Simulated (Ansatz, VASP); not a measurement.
## CaHf: VASP beside Ansatz

One calculation is typed for both programs; each brings its own data sets and cutoff. How far apart do they land? The cell is invented: As first built, before any earlier steps moved the atoms (in the runner's words): it takes the ZrHg structure with all of its atoms replaced by other elements, volume scaled by an estimate. It may not be a known or stable phase. The cell is taken from a series of VASP runs on this material, whose earlier steps may have relaxed, scaled or displaced it; both programs get it as it stands. Other levels of theory on this material are compared in a session of their own.

Program: Ansatz 0.2.0. Level of theory: plane waves, with VASP 6.6.1 beside it; band structure at RPBE, spin-orbit coupling. Results are calculated unless marked as measured.

**1. Starting point**

The structure is tetragonal, space group P4/mmm (No. 123). The conventional cell has a = 3.293 Å, b = 3.293 Å, c = 5.326 Å, α = 90.00°, β = 90.00°, γ = 90.00°. Hf has 4 Hf at 3.29 Å and 8 Ca at 3.54 Å nearest. Ca has 4 Ca at 3.29 Å and 8 Hf at 3.54 Å nearest. As first built, before any earlier steps moved the atoms (in the runner's words): sites of the ZrHg structure (space group 123) filled with other elements, volume scaled by an estimate. Farther neighbours are not listed.

**2. Ansatz: band structure, RPBE, spin-orbit coupling**

Ansatz runs on its fully relativistic PAW (standard-fr) files.

With cell and atoms fixed, the geometry can't cause a difference; cores, projectors, grids and the points listed under the comparison can.

The input, input.yaml:

```yaml
crystal:
  lattice:
    - [3.2929099165, 0.0, 0.0]
    - [0.0, 3.2929099165, 0.0]
    - [0.0, 0.0, 5.3264748179]
  atoms:
    - { symbol: Hf, position: [0.5, 0.5, 0.5] }
    - { symbol: Ca, position: [0.0, 0.0, 0.0] }
hamiltonian:
  xc: rpbe
  pseudopotentials: { kind: paw_fr }
magnetization:
  noncollinear: true
  spin_orbit: true
kpoints:
  mp_grid: { grid: [7, 7, 4] }
  band_path:
    path:
      - [0.0, 0.0, 0.0]
      - [0.0, 0.13333, 0.0]
      - [0.0, 0.3, 0.0]
      - [0.0, 0.46667, 0.0]
      - [0.1, 0.5, 0.0]
      - [0.26667, 0.5, 0.0]
      - [0.43333, 0.5, 0.0]
      - [0.43333, 0.43333, 0.0]
      - [0.26667, 0.26667, 0.0]
      - [0.1, 0.1, 0.0]
      - [0.0, 0.0, 0.03333]
      - [0.0, 0.0, 0.2]
      - [0.0, 0.0, 0.36667]
      - [0.0, 0.0, 0.5]
      - [0.0, 0.16667, 0.5]
      - [0.0, 0.3, 0.5]
      - [0.0, 0.46667, 0.5]
      - [0.1, 0.5, 0.5]
      - [0.26667, 0.5, 0.5]
      - [0.43333, 0.5, 0.5]
      - [0.43333, 0.43333, 0.5]
      - [0.26667, 0.26667, 0.5]
      - [0.1, 0.1, 0.5]
      - [0.0, 0.5, 0.03333]
      - [0.0, 0.5, 0.2]
      - [0.0, 0.5, 0.36667]
      - [0.5, 0.5, 0.0]
      - [0.5, 0.5, 0.16667]
      - [0.5, 0.5, 0.33333]
      - [0.5, 0.5, 0.5]
    npoints: 1
scf:
  occupations: { method: methfessel_paxton, width: 0.2 }
  n_extra_bands: 14
output:
  forces: true
  stress: true
  eigenvalues: true
```

Command:

```bash
$ ansatz run input.yaml --threads 2 --pin off --max-ram 4608MiB --backend cpu --events-out ev --progress --plain --runs-dir out
```

Numbers of over 12 decimals in the logs are rounded to 6 here.

The program printed:

```text
scf.n_extra_bands = 14 over 36 filled bands (N_el = 36.0): the run solves 50 bands
Engine: ansatz 0.2.0, aarch64-unknown-linux-gnu
Pseudopotentials: kind: paw_fr
Pseudopotential: Hf, paw_fr, valence charge 26, recommended cutoff 420 eV (normal), Hf.paw.azcp#standard-fr
Pseudopotential: Ca, paw_fr, valence charge 10, recommended cutoff 420 eV (normal), Ca.paw.azcp#standard-fr
Functional definition: RPBE
  parameter kappa = 0.804
  parameter beta = 0.066725
  exchange = rpbe_x(kappa = kappa, mu = beta*pi^2/3)
  correlation = pbe_c(beta = beta)
non-collinear run that drives no moment, with spin-orbit: no starting moment large enough to seed its density (crystal.atoms[].spin), no starting occupations that ask for one, no magnetisation constraint and no magnetic field, so the semilocal B_xc is pinned to zero
Crystal: 2 atoms, lattice volume = 57.756 Å³
Basis set: ecut = 420 eV, 1137 PW (Γ), exchange–correlation on 48×48×72 points (8 copies of the dense FFT grid, shifted against one another)
Bands: 50, of which v1, the nominal top of the filled ones, is band 36 counted from 1 (35 counted from 0)
Symmetry: 16 space group operations + 16 with time reversal
Magnetic group: BNS 123.340 (UNI 1000), of the structure as read, at distance tolerance 3.9e-5 Å
k-points: 30 of 196
Projection manifold: j_resolved (fully-relativistic pseudo-atomic orbitals)
Non-local potential: Hf, projectors of the file, l = 0: 3, l = 1: 4, l = 2: 4, l = 3: 6
Non-local potential: Ca, projectors of the file, l = 0: 3, l = 1: 4, l = 2: 4
PAW form: soft (Blöchl's): semilocal exchange-correlation on the pseudo side does not see the compensation charge
PAW frozen core: Hf, regenerated for the run's functional, and the local potential with it (the file was generated under x = pbe(κ = 0.804, μ = 0.219515), c = pbe(β = 0.066725))
PAW frozen core: Ca, regenerated for the run's functional, and the local potential with it (the file was generated under x = pbe(κ = 0.804, μ = 0.219515), c = pbe(β = 0.066725))
PAW one-centre angular grid: Hf, 590 points (default); XC on 64 Gauss nodes
PAW one-centre angular grid: Ca, 110 points (default); XC on 64 Gauss nodes
Initial density: superposition of atomic densities (chi_scale 0.1, normalization cell, long waves kept (reshape's long-wave potential 0.00 eV rms))
Initial wavefunctions: pseudopotential atomic-orbital guess
Functional: x = rpbe, c = pbe(β = 0.066725)
SCF iter   1: F=—  HF=-17573.374272 eV  |F-HF|=—  |Δ(HF+E_count)|=         —  Δρ=4.93e-2  dr2=5.25e0  dr2_m=0.00e0 (ungated)  ethr=3.10e-3  |M|=0.00e0 ∫|m|=0.00e0 μB  |m|>n=0.0e0 m-floor=0.0e0 τ_xc=0.0e0  β_m=0.30  ⟨swp⟩=10.1  Hψ=3881  notcnv=0
preconditioner: auto → Kerker (q_TF=auto, 2.522 Å⁻¹)  [metal: Δε(μ)=0.067 eV  Ē_g=13.685 eV  σ=0.200 eV  W_gap=0.28  n_scr=16 (ndim 8)  ℏωp=24.9 eV  f_vac=0.000  D(μ)=3.59/eV (n_scr^D=36)]
spin=Noncollinear: Kerker preconditioning applied to the charge; magnetization (m_x, m_y, m_z) channels mix plain (no charge-response kernel on spin).
SCF iter   2: F=—  HF=-17572.810945 eV  |F-HF|=—  |Δ(HF+E_count)|=   5.63e-1  S|Δr|=    0.00e0  Δρ=3.10e-2  dr2=1.96e0  dr2_m=0.00e0 (ungated)  ethr=3.10e-3  |M|=0.00e0 ∫|m|=0.00e0 μB  |m|>n=0.0e0 m-floor=0.0e0 τ_xc=0.0e0  β_m=0.52  ⟨swp⟩=2.1  Hψ=1017  notcnv=0  defer=130
SCF iter   3: F=—  HF=-17572.470294 eV  |F-HF|=—  |Δ(HF+E_count)|=   3.41e-1  S|Δr|=    0.00e0  Δρ=8.99e-3  dr2=7.16e-2  dr2_m=0.00e0 (ungated)  ethr=3.10e-3  |M|=0.00e0 ∫|m|=0.00e0 μB  |m|>n=0.0e0 m-floor=0.0e0 τ_xc=0.0e0  β_m=0.50  ⟨swp⟩=2.7  Hψ=982  notcnv=0  defer=128
SCF iter   4: F=—  HF=-17572.460358 eV  |F-HF|=—  |Δ(HF+E_count)|=   9.94e-3  S|Δr|=    0.00e0  Δρ=5.17e-3  dr2=2.20e-2  dr2_m=0.00e0 (ungated)  ethr=1.99e-4  |M|=0.00e0 ∫|m|=0.00e0 μB  |m|>n=0.0e0 m-floor=0.0e0 τ_xc=0.0e0  β_m=0.70  ⟨swp⟩=2.0  Hψ=1329  notcnv=0  defer=124
SCF iter   5: F=—  HF=-17572.462688 eV  |F-HF|=—  |Δ(HF+E_count)|=   2.33e-3  S|Δr|=    0.00e0  Δρ=1.71e-3  dr2=3.15e-3  dr2_m=0.00e0 (ungated)  ethr=6.11e-5  |M|=0.00e0 ∫|m|=0.00e0 μB  |m|>n=0.0e0 m-floor=0.0e0 τ_xc=0.0e0  β_m=0.74  ⟨swp⟩=2.0  Hψ=1180  notcnv=0  defer=124
SCF iter   6: F=—  HF=-17572.461983 eV  |F-HF|=—  |Δ(HF+E_count)|=   7.06e-4  S|Δr|=    0.00e0  Δρ=4.70e-4  dr2=2.86e-4  dr2_m=0.00e0 (ungated)  ethr=8.74e-6  |M|=0.00e0 ∫|m|=0.00e0 μB  |m|>n=0.0e0 m-floor=0.0e0 τ_xc=0.0e0  β_m=0.87  ⟨swp⟩=2.1  Hψ=1121  notcnv=0  defer=124
SCF iter   7: F=—  HF=-17572.461982 eV  |F-HF|=—  |Δ(HF+E_count)|=   4.88e-7  S|Δr|=    0.00e0  Δρ=1.79e-4  dr2=3.27e-5  dr2_m=0.00e0 (ungated)  ethr=7.93e-7  |M|=0.00e0 ∫|m|=0.00e0 μB  |m|>n=0.0e0 m-floor=0.0e0 τ_xc=0.0e0  β_m=0.94  ⟨swp⟩=2.0  Hψ=1202  notcnv=0  defer=124
SCF iter   8: F=—  HF=-17572.461975 eV  |F-HF|=—  |Δ(HF+E_count)|=   7.63e-6  S|Δr|=    0.00e0  Δρ=5.36e-5  dr2=2.55e-6  dr2_m=0.00e0 (ungated)  ethr=9.10e-8  |M|=0.00e0 ∫|m|=0.00e0 μB  |m|>n=0.0e0 m-floor=0.0e0 τ_xc=0.0e0  β_m=0.97  ⟨swp⟩=2.0  Hψ=1004  notcnv=0  defer=124
SCF iter   9: F=—  HF=-17572.461974 eV  |F-HF|=—  |Δ(HF+E_count)|=   3.30e-7  S|Δr|=    0.00e0  Δρ=1.30e-5  dr2=1.28e-7  dr2_m=0.00e0 (ungated)  ethr=7.07e-9  |M|=0.00e0 ∫|m|=0.00e0 μB  |m|>n=0.0e0 m-floor=0.0e0 τ_xc=0.0e0  β_m=0.98  ⟨swp⟩=2.2  Hψ=1196  notcnv=0  defer=124
SCF iter  10: F=-17572.461974 eV  HF=-17572.461974 eV  |F-HF|=9.97e-10  |Δ(HF+E_count)|=  2.55e-10  S|Δr|=    0.00e0  Δρ=3.16e-6  dr2=5.32e-9  dr2_m=0.00e0 (ungated)  ethr=2.78e-10  |M|=0.00e0 ∫|m|=0.00e0 μB  |m|>n=0.0e0 m-floor=0.0e0 τ_xc=0.0e0  ⟨swp⟩=10.8  Hψ=3200  notcnv=0
SCF 1 converged in 10 iterations: F = -17572.461974 eV  dr2 = 5.32e-9
  greatest PAW one-centre occupation: 0.999 electrons in one spin orbital (limit 2), on the Hf atom at site 0 (counted from 0), in its partial waves of l = 0
NSCF: frozen V_eff on 30 k-points
SCF converged after 10 iterations
Stability not checked: this state was not tested for a lower state beside it, because cold or Methfessel-Paxton smearing, or corrected tetrahedra, fill the levels in a way that the test cannot read (fill_not_monotonic; see scf.lower_state_search)
Magnetization: |M| = 0.0000 μB,  M = (+0.0000, +0.0000, +0.0000) μB
Absolute magnetization: 0.0000 μB (∫|m|)
  site 0: m = (+0.0000, +0.0000, +0.0000) μB, |m| = 0.0000 μB  (R = 1.36 Å)
  site 1: m = (+0.0000, +0.0000, +0.0000) μB, |m| = 0.0000 μB  (R = 1.36 Å)
Free energy (F): -17572.461974 eV
Harris-Foulkes:  -17572.461974 eV  (|F-HF|=9.97e-10)
Internal energy: -17572.457298 eV  (E = F + TS)
E sigma→0 (E₀):  -17572.460805 eV
Entropy (-TS):   -0.004676 eV (-2.338 meV/atom)
Fermi energy:    11.347559 eV
Step filling:    the computed levels leave a gap of 0.0261 eV = 0.1 smearing widths at the electron count; against every level under it full and every level over it empty, smearing changes F+E_penalty+E_count by -1.211 meV and its σ→0 estimate by -0.042 meV
--- Per-component energies (eV) ---
  E_band       = -295.840489
  E_kinetic    = 699.636441
  E_local      = -7410.418271  (includes V_loc(G=0)·N_el)
  E_nonlocal   = -1184.981572
  E_hartree    = 3336.241332
  E_xc         = -435.967901
  E_vxc        = -434.522162  (∫ρ·V_xc dr)
  E_paw        = -7819.260182  (= ΣΔE_a)
  E_vpaw       = 1361.960406  (= ΣTr[D̂ρ^β])
  E_aug_tail   = -0.000008  (compensation charges beyond the density's cutoff)
  E_ewald      = -4757.474126
  E_core_change = -0.233012  (= ΣΔE_core)
  E_smearing   = -0.004676  (= −TS)
  E_closure    = 0.000000  (closes the sum)
  Σ components = -17572.461974   (vs F -17572.461974, Δ=0.00e0)
--- Forces (eV/Å), atoms counted from 1 ---
  atom   1  Hf    -0.00000000     0.00000000     0.00000000
  atom   2  Ca    -0.00000000     0.00000000     0.00000000
  max |Σ_I F_I| component: 3.19e-29 eV/Å
--- Stress (GPa, compression-positive) ---
        0.012108       0.000000       0.000000
        0.000000       0.012108       0.000000
        0.000000       0.000000       0.297734
  P = ⅓ Tr σ = 0.1073 GPa (1.073 kbar)
--- Band table (eV; the first three rows and the last of 30) ---
  k-point 0: bands = [... 32 lower, 9.5777, 9.5777, 10.6417, 10.6417, 12.1428, 12.1428, 13.5548, 13.5548, ... 10 higher]
  k-point 1: bands = [... 32 lower, 9.1597, 9.1597, 10.7329, 10.7329, 11.8953, 11.8953, 13.3369, 13.3369, ... 10 higher]
  k-point 2: bands = [... 32 lower, 8.4225, 8.4225, 10.8373, 10.8373, 11.9251, 11.9251, 13.1104, 13.1104, ... 10 higher]
  k-point 29: bands = [... 32 lower, 11.0105, 11.0105, 11.4164, 11.4164, 11.5311, 11.5311, 11.8102, 11.8102, ... 10 higher]
```

Wall time 15 s (2 threads of Arm Neoverse V2, shared host); peak memory 0.54 GiB.

(Part 1 of 2 ends here.)

[Lines on the potential files, build, host, timing and source positions are cut from VASP's logs without a mark.]

[Logs are printed without paths, hosts, clocks, repeated set-up lines and the standing remarks that a program may print on its own settings, such as how far it seeks lower states.]

[Hosts, paths, dates, database ids (printed as entryN), source tags and the programs' standing remarks are cut or masked in the printed files.]
